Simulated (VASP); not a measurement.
Given:

```
CsI
1.0
    4.66878     0.00000     0.00000
    0.00000     4.66878     0.00000
    0.00000     0.00000     4.66878
Cs I
1 1
Cartesian
  0.00000   0.00000   0.00000
  2.33439   2.33439   2.33439
```

Computed with PBE GGA, VASP's PBE PAW potentials (set 64) (plane waves; VASP). Settings: 480 eV cut-off, 6×6×6 Γ-centred mesh, Gaussian smearing of 0.050 eV, potentials Cs_sv I.

Unless said otherwise, spin-orbit coupling is left out, though it shifts the bands of the heavy elements here.

Predict the energy per atom (σ→0), band gap (on the k-mesh) with the smallest direct gap where there is one.

band gap (on the k-mesh): 3.67 eV
smallest direct gap (on the k-mesh): 3.77 eV
energy per atom (σ→0): -2.721 eV/atom

The compound is CsI in the CsCl type structure. It was relaxed first, which changed the volume by +7 %.
